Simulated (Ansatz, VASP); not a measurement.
One calculation of HfAl3O4, two programs

File INCAR:

```
PREC     = Accurate       # precision mode
ENCUT    = 600            # plane-wave cutoff, eV
EDIFF    = 1E-6           # SCF threshold, eV
ISMEAR   = 0              # smearing method
SIGMA    = 0.1            # smearing width, eV
LREAL    = F              # projectors in reciprocal space
LASPH    = T              # aspherical terms in the spheres
NELM     = 100            # most SCF steps
ALGO     = Normal         # electronic algorithm
ISIF     = 3              # what is computed and relaxed
LWAVE    = F              # write WAVECAR
LCHARG   = F              # write CHGCAR
GGA      = PE             # functional
IBRION   = 2              # ionic algorithm
NSW      = 100            # ionic steps
EDIFFG   = -0.01          # ionic threshold
```

Contents of KPOINTS:

```
Automatic mesh
0
Gamma
  10 10 10
```

The input POSCAR:

```
HfAl3O4
1.0
   -2.7985797569      2.7985797569      2.7985797569
    2.7985797569     -2.7985797569      2.7985797569
    2.7985797569      2.7985797569     -2.7985797569
Hf Al O
1 3 4
Direct
    0.0000000000      0.0000000000      0.0000000000
    0.0000000000      0.5000000000      0.5000000000
    0.5000000000      0.0000000000      0.5000000000
    0.5000000000      0.5000000000      0.0000000000
    0.5000000000      0.5000000000      0.5000000000
    0.0000000000      0.0000000000      0.5000000000
    0.0000000000      0.5000000000      0.0000000000
    0.5000000000      0.0000000000      0.0000000000
```

Input for Ansatz:

```yaml
crystal:
  lattice:
    - [-2.7985797569, 2.7985797569, 2.7985797569]
    - [2.7985797569, -2.7985797569, 2.7985797569]
    - [2.7985797569, 2.7985797569, -2.7985797569]
  atoms:
    - { symbol: Hf, position: [0.0, 0.0, 0.0] }
    - { symbol: Al, position: [0.0, 0.5, 0.5] }
    - { symbol: Al, position: [0.5, 0.0, 0.5] }
    - { symbol: Al, position: [0.5, 0.5, 0.0] }
    - { symbol: O, position: [0.5, 0.5, 0.5] }
    - { symbol: O, position: [0.0, 0.0, 0.5] }
    - { symbol: O, position: [0.0, 0.5, 0.0] }
    - { symbol: O, position: [0.5, 0.0, 0.0] }
basis:
  ecutwfc: 420
kpoints:
  mp_grid: { grid: [10, 10, 10] }
hamiltonian:
  xc: pbe
scf:
  occupations: { method: gaussian, width: 0.1 }
output:
  forces: true
  stress: true
  eigenvalues: true
relax:
  adjacent_minimum: "off"
  f_tol: 0.01
  max_steps: 80
  cell: { stress_tol: 0.05 }
```

Alike in both runs: task relaxation of cell and atoms; functional PBE; k mesh 10 × 10 × 10; occupations gaussian, width 0.1 eV; no spin polarisation.

|  | VASP | Ansatz |
| --- | --- | --- |
| version | VASP 6.6.1 | Ansatz 0.2.0 |
| potentials or method | VASP PAW PBE potentials, release 64 (Hf_pv, Al, O) | scalar-relativistic, plane waves, PAW |
| plane-wave cutoff (eV) | 600 | 420 |
| valence electrons in the cell | 43 | 59 |

```csv
,VASP,Ansatz,Ansatz less VASP
"gap on the k mesh at the Fermi level, each at its own relaxed structure (eV)",none,none,-
relaxed volume (Å³/atom),10.86,10.94,+0.076
relaxed cell length with the largest relative difference (Å),4.833,4.844,+0.0112
```

A gap of «none» marks a metal or a gap that the smearing closes. The two sets of potentials don't hold the same shells in valence.

Caveats: an odd number of electrons without spin polarisation forces a metal; a magnetic or distorted state may lie lower. The runs have no spin-orbit coupling, so splittings on Hf are missing.
